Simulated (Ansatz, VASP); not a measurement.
# Cross-check of Si3N4 (amorphous silicon nitride) between VASP and Ansatz, part 3 of 3

Aim: how closely do two programs agree when they are given the same cell, functional and k mesh? The structure shown is the end of the Ansatz relaxation below. Other levels of theory on this material are compared in a session of their own.

VASP 6.6.1 and Ansatz 0.2.0.

So far. Step 3 (VASP: single point, LDA): The run ends at a pressure of 0.14 GPa, with forces up to 1.3 eV/Å.

## 6. VASP: single point, PBE with D3(BJ)

Level of this step: PBE with D3(BJ); plane waves and PAW (Si, N) (VASP).

The same cell, functional and mesh now go to VASP, with its own data sets.

INCAR reads:

```
SYSTEM = Si3N4
PREC = Accurate
ENCUT = 600
EDIFF = 1E-06
NELM = 120
ISMEAR = 0
SIGMA = 0.01
LREAL = Auto
ALGO = Normal
GGA = PE
IVDW = 12
NBANDS = 232
LORBIT = 11
LWAVE = .FALSE.
LCHARG = .FALSE.
ISIF = 2
LASPH = .TRUE.
GGA_COMPAT = .FALSE.
EFERMI = MIDGAP
NCORE = 2
```

POSCAR reads:

```
Si3N4
1.0
    9.3518230000      0.0000000000      0.0000000000
    0.0000000000      9.3717750000      0.0000000000
    0.0000000000      0.0000000000      9.4163810000
Si N
33 44
Direct
    0.3373700000      0.0201500000      0.2816500000
    0.6315500000      0.2567600000      0.3066400000
    0.7557000000      0.0563100000      0.7463900000
    0.1358300000      0.0447700000      0.4624900000
    0.4690600000      0.6113000000      0.9028300000
    0.4192200000      0.2106000000      0.5333700000
    0.4449300000      0.3404600000      0.0355000000
    0.4588400000      0.5523600000      0.2202500000
    0.8711000000      0.7307000000      0.4517700000
    0.2373800000      0.3010700000      0.2673800000
    0.5043600000      0.8526700000      0.7215100000
    0.3909700000      0.8451300000      0.0467900000
    0.2273600000      0.6907100000      0.7291800000
    0.1743600000      0.5382900000      0.0245500000
    0.6655800000      0.1357800000      0.0236000000
    0.7203200000      0.6412500000      0.6962800000
    0.9554000000      0.8325100000      0.7637200000
    0.1528300000      0.0553700000      0.0383200000
    0.0460900000      0.8122900000      0.0638200000
    0.6864900000      0.0023700000      0.4674200000
    0.3783100000      0.0861100000      0.8449200000
    0.6352600000      0.8006700000      0.2177300000
    0.7194200000      0.5520300000      0.4050100000
    0.1197500000      0.0304400000      0.7135300000
    0.9817500000      0.4693300000      0.7556100000
    0.6928700000      0.3691500000      0.8322300000
    0.7324500000      0.8211000000      0.9738900000
    0.1891400000      0.7148000000      0.3238300000
    0.9082500000      0.1070100000      0.2151600000
    0.4367700000      0.5685000000      0.5255200000
    0.8138300000      0.2808500000      0.5482000000
    0.0681500000      0.4910800000      0.4925700000
    0.9365200000      0.3190100000      0.0437500000
    0.7141100000      0.2362200000      0.7020200000
    0.8574100000      0.7457500000      0.6375900000
    0.5175800000      0.3605900000      0.2062100000
    0.9623000000      0.3717000000      0.5966300000
    0.2934600000      0.4261100000      0.1132900000
    0.5560600000      0.1319100000      0.4221200000
    0.1895200000      0.1089000000      0.8693400000
    0.5357100000      0.4427000000      0.9031800000
    0.3909700000      0.7128800000      0.6467800000
    0.1155600000      0.5603400000      0.6662100000
    0.6187600000      0.5994600000      0.5532300000
    0.6442800000      0.9470900000      0.6392200000
    0.7121300000      0.9973500000      0.9188300000
    0.0333400000      0.4380000000      0.9403100000
    0.2827800000      0.1610900000      0.4077900000
    0.7721900000      0.2847500000      0.9743400000
    0.7421300000      0.3688400000      0.4012800000
    0.6288600000      0.6183500000      0.2615300000
    0.9131000000      0.7676400000      0.9350600000
    0.1224100000      0.4043500000      0.3484400000
    0.2512000000      0.1452000000      0.1608100000
    0.4256400000      0.3899500000      0.5318000000
    0.4887500000      0.1746700000      0.9726100000
    0.4266600000      0.9109200000      0.8771400000
    0.1342100000      0.8442600000      0.7350000000
    0.8011700000      0.5070300000      0.7859000000
    0.8416100000      0.1098100000      0.4830400000
    0.7254400000      0.1325800000      0.1987600000
    0.2149500000      0.9026500000      0.3603800000
    0.2150100000      0.8841200000      0.0495800000
    0.6155600000      0.7241400000      0.8306000000
    0.4602900000      0.6770200000      0.0736000000
    0.3878900000      0.0921600000      0.6676300000
    0.2790800000      0.6147300000      0.8878300000
    0.2433900000      0.3397000000      0.7147400000
    0.7478000000      0.8607400000      0.3619900000
    0.3530000000      0.6239300000      0.3586900000
    0.9622400000      0.0867000000      0.3901300000
    0.9339800000      0.0152200000      0.7483100000
    0.2907900000      0.3497900000      0.8222500000
    0.4755900000      0.9208100000      0.1977800000
    0.0446300000      0.6748700000      0.4279500000
    0.9870000000      0.9909100000      0.1032700000
    0.1084600000      0.6604200000      0.1510300000
```

KPOINTS reads:

```
Automatic mesh
0
Gamma
1 1 1
0 0 0
```

PAW data sets: Si and N (PBE family, release 64).

Launch:

```bash
$ mpirun -np 8 vasp_gam
```

Numbers of over 12 decimals in the logs are rounded to 6 here.

The log of the run:

```text
[banner, memory and clock lines left out]
running    8 mpi-ranks, on    1 nodes
[...]
LDA part: xc-table for (Slater+PW92), standard interpolation
 POSCAR, INCAR and KPOINTS ok, starting setup
[...]
entering main loop
       N       E                     dE             d eps       ncg     rms          rms(c)
DAV:   1     0.291482297054E+04    0.29148E+04   -0.21557E+05   464   0.168E+03
DAV:   2    -0.385744518919E+03   -0.33006E+04   -0.31171E+04   584   0.378E+02
DAV:   3    -0.675241411566E+03   -0.28950E+03   -0.28635E+03   568   0.121E+02
DAV:   4    -0.682241246580E+03   -0.69998E+01   -0.69559E+01   552   0.191E+01
[...]
DAV:  16    -0.592179293833E+03   -0.11764E-04   -0.10471E-05   560   0.849E-03    0.680E-03
DAV:  17    -0.592179299650E+03   -0.58177E-05   -0.66084E-06   456   0.579E-03    0.288E-03
DAV:  18    -0.592179300125E+03   -0.47465E-06   -0.67797E-07   376   0.233E-03
   1 F= -.61157381E+03 E0= -.61157381E+03  d E =0.000000E+00
```

Parts of OUTCAR (step 6):

```text
 Edisp (eV)  -19.39451

  Total      -1.31678    -1.52972    -0.26168     5.27663    -1.04940    -7.45432
  in kB      -2.55636    -2.96974    -0.50801    10.24390    -2.03728   -14.47160
  external pressure =       -2.01 kB  Pullay stress =        0.00 kB

 POSITION                                       TOTAL-FORCE (eV/Angst)
 -----------------------------------------------------------------------------------
      3.15502      0.18884      2.65212         0.005278     -0.012936     -0.011085
      5.90614      2.40630      2.88744        -0.002270      0.005270     -0.011965
      7.06717      0.52772      7.02829         0.001739     -0.002710      0.010864
      1.27026      0.41957      4.35498        -0.007842      0.004878     -0.002925
      4.38657      5.72897      8.50139         0.009498     -0.003363      0.002684
      3.92047      1.97370      5.02242        -0.005758     -0.003531     -0.007692
      4.16091      3.19071      0.33428        -0.000306      0.007311     -0.011275
      4.29099      5.17659      2.07396         0.004401      0.003459     -0.001832
      8.14637      6.84796      4.25404        -0.004710     -0.015324      0.005454
      2.21994      2.82156      2.51775         0.001716     -0.010357     -0.014801
      4.71669      7.99103      6.79401         0.006421      0.000131      0.002959
      3.65628      7.92037      0.44059        -0.003765     -0.000572     -0.014305
      2.12623      6.47318      6.86624        -0.018729      0.004613     -0.002069
      1.63058      5.04473      0.23117        -0.008187     -0.012104      0.004851
[...]
-----------------------------------------------------------------------------------
    total drift:                                0.009723     -0.009614     -0.000339

  FREE ENERGIE OF THE ION-ELECTRON SYSTEM (eV)
  ---------------------------------------------------
  free  energy   TOTEN  =      -611.5738145350 eV

  energy  without entropy=     -611.5738145350  energy(sigma->0) =     -611.57381453

[... 1 part as in an earlier step ...]

[... 2 further parts left out ...]
[key lines of the parts left out:]
E-fermi :   7.8071
```

The run ends at a pressure of -0.20 GPa, with forces up to 1.5 eV/Å.

## 7. Comparison

The two programs side by side:

```
              quantity  Ansatz   VASP  difference
        pressure (GPa)    0.00  -0.20       +0.20
gap on the k mesh (eV)   1.734  1.717      +0.017
```

Forces on 7 of the 77 atoms, those with the largest forces and the largest differences (eV/Å; atoms numbered as in POSCAR):

```
atom          Ansatz x, y, z            VASP x, y, z
Si21    0.000, -0.003, 0.000    0.009, -0.011, 0.033
 N58    0.005, -0.003, 0.003    0.021, -0.019, 0.001
 N60   0.007, -0.001, -0.011    -0.036, 0.015, 0.007
 N66   -0.003, 0.010, -0.005    0.000, 0.027, -0.015
 N68    0.015, -0.001, 0.028  -0.590, -0.128, -1.349
 N71    -0.007, 0.003, 0.008    0.026, 0.002, -0.010
 N73  -0.010, -0.004, -0.026     0.598, 0.123, 1.356
```

The forces differ by 141 meV/Å r.m.s., where the r.m.s. force is 0.004 eV/Å in Ansatz and 0.138 eV/Å in VASP: the atoms lie near their places of rest in Ansatz, so a percentage would say little (all taken over all components). A gap on the mesh is an upper bound, since the band edges may lie between its points.

## 8. What came out

| Quantity | Value |
| --- | --- |
| r.m.s. force difference (single point, LDA) | 122 meV/Å |
| r.m.s. force difference (single point, PBE with D3(BJ)) | 141 meV/Å |

**Reading.** The r.m.s. force difference is 141 meV/Å (single point, PBE with D3(BJ)), beyond the 12 meV/Å picked in this series as the mark of a large difference. What causes the difference of the single point, LDA pair stays open here. What causes the difference of the single point, PBE with D3(BJ) pair stays open here. 8 further runs of this series are not shown here. How closely two codes agree says nothing of how well the functional describes the real material.

[Lines on the potential files, build, host, timing and source positions are cut from VASP's logs without a mark.]

[Logs are printed without paths, hosts, clocks, repeated set-up lines and the standing remarks that a program may print on its own settings, such as how far it seeks lower states.]

[Hosts, paths, dates, database ids (printed as entryN), source tags and the programs' standing remarks are cut or masked in the printed files.]
